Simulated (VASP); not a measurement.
Energy against volume of Rb (bcc). These are revTPSS meta-GGA, VASP's PBE PAW potentials (set 64) (plane waves; VASP) values and carry that method's errors. Numerical set-up: 520 eV cut-off, 9×9×9 Γ-centred mesh, first-order Methfessel-Paxton smearing of 0.10 eV, potentials Rb_sv.

```json
[
 {"V (Å³/atom)": "87.660", "E (eV/atom)": "8.07910"},
 {"V (Å³/atom)": "90.458", "E (eV/atom)": "8.07682"},
 {"V (Å³/atom)": "93.255", "E (eV/atom)": "8.07612"},
 {"V (Å³/atom)": "96.053", "E (eV/atom)": "8.07680"}
]
```

Problem. Fit these four points and predict the energy of the run at 98.851 Å³/atom.

Solution. A cubic in V^(−2/3), the third-order Birch-Murnaghan form, passes through the four points with V0 = 93.21 Å³/atom and B0 = 3 GPa, and gives 8.0787 eV/atom there. The run gave 8.0787 eV/atom, -0.0 meV/atom from the fit; all five points give B0 = 3 GPa.

The compound is Rb in the bcc structure. It was relaxed first.
